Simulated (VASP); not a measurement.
Given:

```yaml
crystal:
  lattice:
    - [2.94265, 0.00000, 0.00000]
    - [0.00000, 3.02170, 0.00000]
    - [0.00000, 0.00000, 2.86309]
  atoms:
    - { symbol: Zn, position: [0.50000, 0.50000, 0.50000] }
    - { symbol: Cu, position: [0.02821, 0.00000, 0.00000] }
```

Computed with PBE GGA + U (Dudarev), VASP's PBE PAW potentials (set 64) (plane waves; VASP 6.6.1). Settings: 400 eV cut-off, 11×11×11 Γ-centred mesh, first-order Methfessel-Paxton smearing of 0.10 eV, potentials Zn Cu, U − J: Zn 1.00 eV, Cu 1.00 eV.

Question: Which forces act on the atoms, in eV/Å?

Answer: 
```tsv
atom	Fx	Fy	Fz
Zn1	0.391	0.000	0.000
Cu2	-0.391	0.000	0.000
```

Question: Give the stress tensor in GPa (positive for a compressed cell).

Answer: 
```
2.42  0.00  0.00
0.00  0.85  0.00
0.00  0.00  3.42
```
The pressure is its mean diagonal, 2.23 GPa.

The compound is CuZn in the CsCl type structure. The cell was not relaxed at this level, atoms are displaced from their ideal sites. The run is one of a series of settings (LDAU = .TRUE., LDAUJ = 0 0, LDAUL = 2 2, LDAUTYPE = 2, LDAUU = 1.0 1.0 against the base run), some of them coarse on purpose. The electron count is odd and the run is not spin-polarised, which forces a metal.
